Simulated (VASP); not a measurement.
A convergence study with VASP on La2O3 (a-type): one setting is varied, all else stays as given below, so the limit is that of these other settings. Each run relaxes cell and ions from the cell shown. The basis is that of the starting cell, so low cut-offs carry a Pulay error.

```xyz
5
Lattice="1.9700 -3.4121 0.0000 1.9700 3.4121 0.0000 0.0000 0.0000 6.1300" Properties=species:S:1:pos:R:3 pbc="T T T"
La     1.9700     1.1374     1.5141
La     1.9700    -1.1374     4.6159
O      0.0000     0.0000     0.0000
O      1.9700     1.1374     3.9661
O      1.9700    -1.1374     2.1639
```

Calculation: PBE GGA, VASP's PBE PAW potentials (set 64) (plane waves; VASP). The tightest run used: 800 eV cut-off, 5×5×3 Γ-centred mesh, Gaussian smearing of 0.050 eV, potentials La O.

**Question.** The settings run are ENCUT = 250; ENCUT = 300; ENCUT = 350; ENCUT = 400; ENCUT = 450; ENCUT = 500; ENCUT = 550; ENCUT = 600; ENCUT = 650; ENCUT = 700; ENCUT = 750; ENCUT = 800. From which on does the relaxed volume stay within 0.1 Å³/atom of the tightest run?

**Answer.** From ENCUT = 500 on: it is off by 0.011 there and by no more than 0.1 in any finer run, while ENCUT = 450 is off by 0.128.
| setting | relaxed volume (Å³/atom) | E (eV/atom) | plane waves | difference judged (Å³/atom) |
|---|---|---|---|---|
| ENCUT = 250 | 13.277 | -9.2162 | 752 | 3.329 |
| ENCUT = 300 | 14.550 | -8.6197 | 1007 | 2.056 |
| ENCUT = 350 | 15.522 | -8.4242 | 1240 | 1.084 |
| ENCUT = 400 | 16.151 | -8.3776 | 1508 | 0.455 |
| ENCUT = 450 | 16.477 | -8.3668 | 1793 | 0.128 |
| ENCUT = 500 | 16.594 | -8.3648 | 2099 | 0.011 |
| ENCUT = 550 | 16.604 | -8.3652 | 2426 | 0.002 |
| ENCUT = 600 | 16.586 | -8.3664 | 2765 | 0.020 |
| ENCUT = 650 | 16.577 | -8.3673 | 3122 | 0.029 |
| ENCUT = 700 | 16.580 | -8.3682 | 3537 | 0.025 |
| ENCUT = 750 | 16.590 | -8.3685 | 3854 | 0.016 |
| ENCUT = 800 | 16.606 | -8.3689 | 4257 | 0.000 |

Left out are rungs that failed or repeat a setting and relaxations that didn't move; long series are thinned to 24 rows.

The compound is La2O3 in the a-type structure.
